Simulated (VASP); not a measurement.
All values below come from PBE GGA, VASP's PBE PAW potentials (set 64) (plane waves; VASP).

A VASP calculation is set up with these files.

KPOINTS:
```
Automatic mesh
0
gamma
  8 8 8
0 0 0
```

POSCAR:
```
ZnSe
1.0
  0.0000000000   2.7051253764   2.7051253764
  2.7051253764   0.0000000000   2.7051253764
  2.7051253764   2.7051253764   0.0000000000
Zn Se
1 1
direct
  0.0000000000   0.0000000000   0.0000000000
  0.2500000000   0.2500000000   0.2500000000
```

### INCAR
```
SYSTEM = ZnSe
PREC = Accurate; ENCUT = 480; LREAL = .False.
LASPH = .True.
EDIFF = 1E-7; NELM = 100; ALGO = Normal
LMAXMIX = 4
ISMEAR = 0; SIGMA = 0.05
GGA = PE
IBRION = 2; NSW = 40; ISIF = 3
EDIFFG = -0.01; PSTRESS = 150
LWAVE = .False.; LCHARG = .False.
```

POTCAR, in this order: Zn Se (PBE.64 set). Program: vasp_std.

Output

File OSZICAR:
```
       N       E                     dE             d eps       ncg     rms          rms(c)
DAV:   1     0.826248333561E+02    0.82625E+02   -0.87144E+03   754   0.152E+03
DAV:   2    -0.882124069891E+00   -0.83507E+02   -0.80024E+02   809   0.269E+02
DAV:   3    -0.598113612857E+01   -0.50990E+01   -0.50785E+01   914   0.677E+01
DAV:   4    -0.602510489832E+01   -0.43969E-01   -0.43961E-01   829   0.675E+00
DAV:   5    -0.602531756491E+01   -0.21267E-03   -0.21266E-03   899   0.460E-01    0.653E+00
DAV:   6    -0.574651095862E+01    0.27881E+00   -0.71427E-01  1004   0.324E+01    0.476E+00
DAV:   7    -0.572654357831E+01    0.19967E-01   -0.25784E-01   814   0.518E+00    0.194E+00
DAV:   8    -0.572650367840E+01    0.39900E-04   -0.46966E-03   977   0.879E-01    0.561E-01
DAV:   9    -0.572652990179E+01   -0.26223E-04   -0.13255E-03   849   0.382E-01    0.669E-02
DAV:  10    -0.572661244508E+01   -0.82543E-04   -0.24736E-04   910   0.182E-01    0.267E-02
DAV:  11    -0.572661355487E+01   -0.11098E-05   -0.46140E-05   917   0.869E-02    0.695E-03
DAV:  12    -0.572661448856E+01   -0.93369E-06   -0.76419E-06   824   0.213E-02    0.254E-03
DAV:  13    -0.572661459957E+01   -0.11101E-06   -0.58668E-07   834   0.857E-03    0.117E-03
DAV:  14    -0.572661461473E+01   -0.15162E-07   -0.25748E-08   572   0.150E-03
   1 F= -.20200390E+01 E0= -.20200390E+01  d E =-.202004E+01
```

**OUTCAR**
```
------------------------ aborting loop because EDIFF is reached ----------------------------------------
  FORCE on cell =-STRESS in cart. coord.  units (eV):
  Direction    XX          YY          ZZ          XY          YZ          ZX
  --------------------------------------------------------------------------------------
  Total        3.7014974      3.7014974      3.7014974     -0.0000000      0.0000000      0.0000000
  in kB      149.7944901    149.7944901    149.7944901     -0.0000000      0.0000000      0.0000000
  external PRESSURE =      -0.2055099 kB  Pullay stress =     150.0000000 kB
  volume of cell :       39.59
      direct lattice vectors                 reciprocal lattice vectors
     0.000000000  2.705125376  2.705125376    -0.184834317  0.184834317  0.184834317
     2.705125376  0.000000000  2.705125376     0.184834317 -0.184834317  0.184834317
     2.705125376  2.705125376  0.000000000     0.184834317  0.184834317 -0.184834317
  FREE ENERGIE OF THE ION-ELECTRON SYSTEM (eV)
  ---------------------------------------------------
  free  energy   TOTEN  =        -5.7266146147 eV

  energy  without entropy=       -5.7266146147  energy(sigma->0) =       -5.72661461
  enthalpy is  TOTEN    =        -2.0200389701 eV   P V=        3.7065756447

 reached required accuracy - stopping structural energy minimisation
```
(Selected blocks of OUTCAR.)

File OUTCAR:
```
 val. band max:        2.9176250433   @ k =   0.0000   0.0000   0.0000

 cond. band min:       4.8019854255   @ k =   0.0000   0.0000   0.0000


 Fermi energy:         3.1710866298

 k-point     1 :       0.0000    0.0000    0.0000
  band No.  band energies     occupation
      1     -11.3457      2.00000
      2      -4.2439      2.00000
      3      -4.2439      2.00000
      4      -4.2439      2.00000
      5      -3.7346      2.00000
      6      -3.7346      2.00000
      7       2.9176      2.00000
      8       2.9176      2.00000
      9       2.9176      2.00000
     10       4.8020      0.00000
     11       8.6352      0.00000
     12       8.6352      0.00000
     13       8.6352      0.00000

 k-point     2 :       0.1250    0.0000    0.0000
  band No.  band energies     occupation
      1     -11.2159      2.00000
      2      -4.2473      2.00000
      3      -4.2225      2.00000
      4      -4.2225      2.00000
      5      -3.7369      2.00000
      6      -3.7369      2.00000
      7       1.4952      2.00000
      8       2.7205      2.00000
      9       2.7205      2.00000
     10       5.7344      0.00000
     11       8.7111      0.00000
     12       8.9418      0.00000
     13       8.9418      0.00000

 k-point     3 :       0.2500    0.0000    0.0000
  band No.  band energies     occupation
      1     -10.8736      2.00000
      2      -4.2135      2.00000
      3      -4.1757      2.00000
      4      -4.1757      2.00000
      5      -3.7352      2.00000
      6      -3.7352      2.00000
      7      -0.5126      2.00000
      8       2.3092      2.00000
      9       2.3092      2.00000
     10       6.0129      0.00000
     11       9.3649      0.00000
     12       9.3649      0.00000
     13       9.9125      0.00000

 k-point     4 :       0.3750    0.0000    0.0000
  band No.  band energies     occupation
      1     -10.4780      2.00000
      2      -4.1389      2.00000
      3      -4.1389      2.00000
...
```

The compound is ZnSe in the zinc blende structure. It was relaxed first under an external pressure of 15 GPa.
